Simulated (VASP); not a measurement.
Input:

```
AsB
1.0
    0.00000     2.41132     2.41132
    2.41132     0.00000     2.41132
    2.41132     2.41132     0.00000
B As
1 1
Direct
  0.00000   0.00000   0.00000
  0.25000   0.25000   0.25000
```

Method: AM05 GGA, VASP's PBE PAW potentials (set 64) (plane waves; VASP 6.6.1). Run with 520 eV cut-off, 10×10×10 Γ-centred mesh, Gaussian smearing of 0.050 eV, potentials B As.

Question: The job: BAs (zinc blende), 2 atoms, AM05, static run, 520 eV, 10×10×10 Γ-centred mesh. Roughly how much core time does it take on a busy server core?

Answer: About 10 core-seconds (one run on a shared machine, a rough figure). It had 47 irreducible k-points, 8 bands, up to 769 plane waves and 13 electronic steps.

The compound is BAs in the zinc blende structure. This cell is one point of a volume scan, at 1.03 of the reference volume.
